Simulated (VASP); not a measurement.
These are r2SCAN meta-GGA, VASP's PBE PAW potentials (set 64) (plane waves; VASP 6.6.1) values and carry that method's errors.

VASP input:

INCAR:
```
SYSTEM=Ba
PREC=Accurate; ENCUT=400; LREAL=.FALSE.
LASPH=.TRUE.
EDIFF=1E-7; NELM=100; ALGO=Normal
LMAXMIX=4; LMIXTAU=.TRUE.
ISMEAR=-5
METAGGA=R2SCAN
ISIF=2
LWAVE=.FALSE.; LCHARG=.FALSE.; LORBIT=11
NEDOS=601
```

File KPOINTS_OPT:
```
k-points along high-symmetry lines
6
Line-mode
Reciprocal
  0.000000   0.000000   0.000000 ! GAMMA
  0.500000   0.000000   0.000000 ! M

  0.500000   0.000000   0.000000 ! M
  0.333333   0.333333   0.000000 ! K

  0.333333   0.333333   0.000000 ! K
  0.000000   0.000000   0.000000 ! GAMMA

  0.000000   0.000000   0.000000 ! GAMMA
  0.000000   0.000000   0.500000 ! A

  0.000000   0.000000   0.500000 ! A
  0.500000   0.000000   0.500000 ! L

  0.500000   0.000000   0.500000 ! L
  0.333333   0.333333   0.500000 ! H

  0.333333   0.333333   0.500000 ! H
  0.000000   0.000000   0.500000 ! A

  0.500000   0.000000   0.500000 ! L
  0.500000   0.000000   0.000000 ! M

  0.333333   0.333333   0.500000 ! H
  0.333333   0.333333   0.000000 ! K
```

### POSCAR
```
Ba
14.9926590
  0.3010720106  -0.0000000003   0.0000000000
 -0.1505360391   0.2607360177   0.0000000000
  0.0000000000   0.0000000000   0.4999999873
Ba
2
Cart
 -0.0000001731   0.1738240986   0.1249999968
  0.1505361445   0.0869119188   0.3749999905
```

File KPOINTS:
```
Automatic mesh
0
Gamma
11 11 6
0 0 0
```

POTCAR, in this order: Ba_sv (PBE.64 set). Program: vasp_std.

The resulting files:

File OSZICAR:
```
       N       E                     dE             d eps       ncg     rms          rms(c)
DAV:   1     0.907640949145E+02    0.90764E+02   -0.75659E+03  1792   0.978E+02
DAV:   2    -0.479878491662E+02   -0.13875E+03   -0.13685E+03  2728   0.213E+02
DAV:   3    -0.581480548497E+02   -0.10160E+02   -0.10112E+02  2500   0.632E+01
DAV:   4    -0.584633776545E+02   -0.31532E+00   -0.31531E+00  2772   0.846E+00
DAV:   5    -0.584656040270E+02   -0.22264E-02   -0.22327E-02  2488   0.794E-01    0.207E+00
DAV:   6    -0.551901428204E+02    0.32755E+01   -0.24486E+00  2242   0.724E+00    0.211E+00
DAV:   7    -0.550473959622E+02    0.14275E+00   -0.48212E-02  2248   0.176E+00    0.200E+00
DAV:   8    -0.555364535245E+02   -0.48906E+00   -0.84037E-02  1816   0.299E+00    0.174E+00
DAV:   9    -0.526851523759E+02    0.28513E+01   -0.12023E+00  1792   0.826E+00    0.919E-01
DAV:  10    -0.524292634858E+02    0.25589E+00   -0.27913E-01  1812   0.498E+00    0.881E-01
DAV:  11    -0.524326485228E+02   -0.33850E-02   -0.74412E-03  2892   0.619E-01    0.882E-01
DAV:  12    -0.524326109989E+02    0.37524E-04   -0.10721E-04  2158   0.898E-02    0.886E-01
DAV:  13    -0.524110697281E+02    0.21541E-01   -0.37345E-03  1846   0.519E-01    0.943E-01
DAV:  14    -0.528169558048E+02   -0.40589E+00   -0.21452E-01  1792   0.546E+00    0.146E-01
DAV:  15    -0.528169158933E+02    0.39911E-04   -0.12182E-02  2370   0.999E-01    0.170E-01
DAV:  16    -0.528183215786E+02   -0.14057E-02   -0.58442E-03  1810   0.824E-01    0.173E-01
DAV:  17    -0.527921150900E+02    0.26206E-01   -0.50874E-02  1792   0.228E+00    0.172E-01
DAV:  18    -0.528111119724E+02   -0.18997E-01   -0.24858E-02  1792   0.152E+00    0.106E-01
DAV:  19    -0.528026720274E+02    0.84399E-02   -0.26251E-02  1792   0.149E+00    0.567E-02
DAV:  20    -0.528033293426E+02   -0.65732E-03   -0.25006E-03  2110   0.424E-01    0.330E-02
DAV:  21    -0.528033420923E+02   -0.12750E-04   -0.50684E-05  2834   0.332E-02    0.356E-02
DAV:  22    -0.528033234329E+02    0.18659E-04   -0.22867E-05  1930   0.352E-02    0.366E-02
DAV:  23    -0.528032679751E+02    0.55458E-04   -0.13379E-04  1840   0.964E-02    0.336E-02
DAV:  24    -0.528032725451E+02   -0.45700E-05   -0.23915E-06  2332   0.989E-03    0.344E-02
DAV:  25    -0.528032402958E+02    0.32249E-04   -0.10337E-04  1846   0.114E-01    0.531E-02
DAV:  26    -0.528032667149E+02   -0.26419E-04   -0.30953E-04  1816   0.136E-01    0.899E-02
DAV:  27    -0.528032524483E+02    0.14267E-04   -0.31010E-05  1858   0.592E-02    0.510E-02
DAV:  28    -0.528031961673E+02    0.56281E-04   -0.28234E-04  1822   0.145E-01    0.220E-02
DAV:  29    -0.528033862174E+02   -0.19005E-03   -0.27558E-04  1816   0.126E-01    0.487E-02
DAV:  30    -0.528033778927E+02    0.83247E-05   -0.51817E-06  2442   0.204E-02    0.559E-02
DAV:  31    -0.528034239737E+02   -0.46081E-04   -0.26473E-05  1852   0.384E-02    0.596E-02
DAV:  32    -0.528034447085E+02   -0.20735E-04   -0.59829E-06  1870   0.157E-02    0.615E-02
DAV:  33    -0.528034465406E+02   -0.18321E-05   -0.24322E-07  1742   0.235E-03    0.617E-02
DAV:  34    -0.528034499521E+02   -0.34114E-05   -0.82700E-08  1130   0.203E-03    0.618E-02
DAV:  35    -0.528036196207E+02   -0.16967E-03   -0.19474E-04  1816   0.959E-02    0.573E-02
DAV:  36    -0.528035151902E+02    0.10443E-03   -0.10872E-04  1828   0.505E-02    0.573E-02
DAV:  37    -0.528032336560E+02    0.28153E-03   -0.55484E-04  1810   0.199E-01    0.406E-02
DAV:  38    -0.528031825287E+02    0.51127E-04   -0.32230E-05  2080   0.497E-02    0.342E-02
DAV:  39    -0.528034318627E+02   -0.24933E-03   -0.31190E-04  1810   0.126E-01    0.310E-02
DAV:  40    -0.528034561161E+02   -0.24253E-04   -0.38487E-05  1840   0.658E-02    0.251E-02
DAV:  41    -0.528034942658E+02   -0.38150E-04   -0.17000E-05  1822   0.386E-02    0.216E-02
DAV:  42    -0.528034904072E+02    0.38586E-05   -0.35178E-06  2264   0.150E-02    0.199E-02
DAV:  43    -0.528034920013E+02   -0.15941E-05   -0.16153E-06  1930   0.122E-02    0.194E-02
DAV:  44    -0.528034938560E+02   -0.18547E-05   -0.15121E-07  1634   0.253E-03    0.195E-02
DAV:  45    -0.528034883354E+02    0.55206E-05   -0.48440E-07  1340   0.547E-03    0.187E-02
DAV:  46    -0.528034791886E+02    0.91468E-05   -0.34821E-06  1828   0.127E-02    0.161E-02
DAV:  47    -0.528034778486E+02    0.13400E-05   -0.49731E-06  1864   0.185E-02    0.126E-02
DAV:  48    -0.528034797601E+02   -0.19115E-05   -0.48552E-06  1978   0.168E-02    0.885E-03
DAV:  49    -0.528034883177E+02   -0.85576E-05   -0.46392E-06  1936   0.199E-02    0.487E-03
DAV:  50    -0.528034930397E+02   -0.47220E-05   -0.37491E-06  1900   0.171E-02    0.235E-03
DAV:  51    -0.528034998398E+02   -0.68000E-05   -0.51137E-06  1876   0.176E-02    0.980E-04
DAV:  52    -0.528034998867E+02   -0.46897E-07   -0.83316E-07  2012   0.798E-03
   1 F= -.52803500E+02 E0= -.52803500E+02  d E =0.000000E+00
       N       E                     dE             ncg
```

File OUTCAR:
```
------------------------ aborting loop because EDIFF is reached ----------------------------------------
  FORCE on cell =-STRESS in cart. coord.  units (eV):
  Direction    XX          YY          ZZ          XY          YZ          ZX
  --------------------------------------------------------------------------------------
  Total        0.0458564      0.0458564     -0.0093745     -0.0000000      0.0000000      0.0000000
  in kB        0.5554344      0.5554344     -0.1135479     -0.0000001      0.0000000      0.0000000
  external PRESSURE =       0.3324403 kB  Pullay stress =       0.0000000 kB
  volume of cell :      132.27
      direct lattice vectors                 reciprocal lattice vectors
     4.513869989 -0.000000004  0.000000000     0.221539389  0.127905851  0.000000000
    -2.256935502  3.909126202  0.000000000     0.000000000  0.255811644  0.000000000
     0.000000000  0.000000000  7.496329309     0.000000000  0.000000000  0.133398622
 POSITION                                       TOTAL-FORCE (eV/Angst)
 -----------------------------------------------------------------------------------
     -0.00000      2.60609      1.87408         0.000000     -0.000000      0.000000
      2.25694      1.30304      5.62225        -0.000000      0.000000      0.000000
 -----------------------------------------------------------------------------------
    total drift:                                0.000217     -0.000125      0.000326
  FREE ENERGIE OF THE ION-ELECTRON SYSTEM (eV)
  ---------------------------------------------------
  free  energy   TOTEN  =       -52.8034998867 eV

  energy  without entropy=      -52.8034998867  energy(sigma->0) =      -52.80349989

 total charge

# of ion       s       p       d       tot
------------------------------------------
    1        2.070   5.567   0.250   7.888
    2        2.070   5.567   0.250   7.888
--------------------------------------------------
tot          4.140  11.135   0.501  15.775
```
(Selected blocks of OUTCAR.)

OUTCAR:
```
 val. band max:        1.6130543702   @ k =   0.2727   0.0909   0.0000

 cond. band min:       1.5415554171   @ k =   0.3636   0.0000   0.0000


 Fermi energy:         1.5794426208

 k-point     1 :       0.0000    0.0000    0.0000
  band No.  band energies     occupation
      1     -28.4208      2.00000
      2     -28.3878      2.00000
      3     -13.3695      2.00000
      4     -13.0291      2.00000
      5     -13.0291      2.00000
      6     -12.9810      2.00000
      7     -12.9810      2.00000
      8     -12.9735      2.00000
      9      -1.3000      2.00000
     10       0.6731      2.00000
     11       2.3906      0.00000
     12       3.4879      0.00000
     13       3.5503      0.00000
     14       3.5503      0.00000

 k-point     2 :       0.0909    0.0000    0.0000
  band No.  band energies     occupation
      1     -28.4182      2.00000
      2     -28.3864      2.00000
      3     -13.3586      2.00000
      4     -13.0560      2.00000
      5     -13.0372      2.00000
      6     -13.0087      2.00000
      7     -12.9851      2.00000
      8     -12.9769      2.00000
      9      -1.1689      2.00000
     10       0.8060      2.00000
     11       2.2931      0.00000
     12       3.1852      0.00000
     13       3.6773      0.00000
     14       3.7105      0.00000

 k-point     3 :       0.1818    0.0000    0.0000
  band No.  band energies     occupation
      1     -28.4112      2.00000
      2     -28.3828      2.00000
      3     -13.3276      2.00000
      4     -13.1280      2.00000
      5     -13.0808      2.00000
      6     -13.0582      2.00000
      7     -12.9966      2.00000
      8     -12.9873      2.00000
      9      -0.7985      2.00000
     10       1.1530      2.00000
     11       2.0539      0.00000
     12       2.7312      0.00000
     13       3.3865      0.00000
     14       3.8456      0.00000

 k-point     4 :       0.2727    0.0000    0.0000
  band No.  band energies     occupation
...
```

For a metal the tetrahedron method with Blöchl corrections gives inexact stress and forces. Unless said otherwise, spin-orbit coupling is left out, though it shifts the bands of the heavy elements here.

The structure was generated: Ba was put into the hcp type (P6_3/mmc), which need not be its known phase. It was relaxed first.
